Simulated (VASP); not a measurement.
An input for Ansatz (written as the equivalent of a VASP run, and not itself run):

Ansatz 0.2 input:
```yaml
crystal:
  lattice:
    - [1.6120790, 0.9307350, 8.5031650]
    - [-1.6120790, 0.9307350, 8.5031650]
    - [0.0000000, -1.8614680, 8.5031650]
  atoms:
    - { symbol: In, position: [0.0000000, 0.0000000, 0.0000000] }
    - { symbol: Ga, position: [0.7829000, 0.7829000, 0.7829000] }
    - { symbol: Zn, position: [0.2171000, 0.2171000, 0.2171000] }
    - { symbol: O, position: [0.8718000, 0.8718000, 0.8718000] }
    - { symbol: O, position: [0.1282000, 0.1282000, 0.1282000] }
    - { symbol: O, position: [0.7072000, 0.7072000, 0.7072000] }
    - { symbol: O, position: [0.2928000, 0.2928000, 0.2928000] }
kpoints:
  mp_grid: { grid: [6, 6, 6] }
hamiltonian:
  xc: revpbe
  pseudopotentials: { kind: paw }
scf:
  occupations: { method: fermi_dirac, width: 0.1 }
  max_iter: 100
output: { forces: true, stress: true, eigenvalues: true }
```

Q: Translate this input to VASP (INCAR, KPOINTS, POSCAR, choice of POTCAR).

A: One answer among several that fit: 
### INCAR
```
! general
SYSTEM  = ZnInGaO4
PREC    = Accurate
ENCUT   = 400
LREAL   = .False.
LASPH   = .True.

! electronic loop
EDIFF   = 1E-6   ! SCF stop (eV)
NELM    = 100
ALGO    = Normal
LMAXMIX = 4   ! l cut-off of mixed one-centre charges

! smearing
ISMEAR  = -1   ! Fermi-Dirac
SIGMA   = 0.1

! functional
GGA     = RE   ! revPBE

! ions
ISIF    = 2   ! forces and stress, cell fixed

! output
LWAVE   = .False.
LCHARG  = .False.
```

**POSCAR**
```
ZnInGaO4
1
    1.6120790000     0.9307350000     8.5031650000
   -1.6120790000     0.9307350000     8.5031650000
    0.0000000000    -1.8614680000     8.5031650000
In Ga Zn O
1 1 1 4
Direct
  0.0000000000   0.0000000000   0.0000000000
  0.7829000000   0.7829000000   0.7829000000
  0.2171000000   0.2171000000   0.2171000000
  0.8718000000   0.8718000000   0.8718000000
  0.1282000000   0.1282000000   0.1282000000
  0.7072000000   0.7072000000   0.7072000000
  0.2928000000   0.2928000000   0.2928000000
```

### KPOINTS
```
K-points
0
Gamma
 6 6 6
```

POTCAR, in this order: In_d Ga_d Zn O (PBE.64 set). Program: vasp_std.

Limits of the translation: each code has its own PAW files, so the cut-off isn't converted (ENCUT is set for VASP's; basis.ecutwfc is left out, and Ansatz then takes the one that its files recommend); Ansatz stops its SCF on the density residual and VASP on the energy change (EDIFF).

The structure was generated: ZnInGaO4 was put into an ordered model structure, which need not be its known phase. The cell was not relaxed at this level. The k-mesh is coarse (spacing up to 0.38 per Å, 2π included), so the numbers may not be converged in it. The run is one of a series of settings (GGA = RE against the base run), some of them coarse on purpose.
